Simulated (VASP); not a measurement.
Input:

```
CELL_PARAMETERS angstrom
      0.00000     2.20195     2.20195
      2.20195     0.00000     2.20195
      2.20195     2.20195     0.00000
ATOMIC_POSITIONS crystal
  N  0.00000 0.00000 0.00000
  Ta 0.50000 0.50000 0.50000
```

These are r2SCAN meta-GGA, VASP's PBE PAW potentials (set 64) (plane waves; VASP) values and carry that method's errors. Numerical set-up: 520 eV cut-off, 16×16×16 Γ-centred mesh, tetrahedra with Blöchl corrections, potentials N Ta_pv.

Unless said otherwise, spin-orbit coupling is left out, though it shifts the bands of the heavy elements here.

What does the run give for the energy per atom (σ→0), band gap (over mesh and band path) with the smallest direct gap where there is one?

- band gap (over mesh and band path): none (metal, semimetal or under 0.01 eV)
- energy per atom (σ→0): -2876.5 kJ/mol-atom

The structure was generated: TaN was put into the rocksalt type (Fm-3m), which need not be its known phase. It was relaxed first, which changed the volume by +13 %.
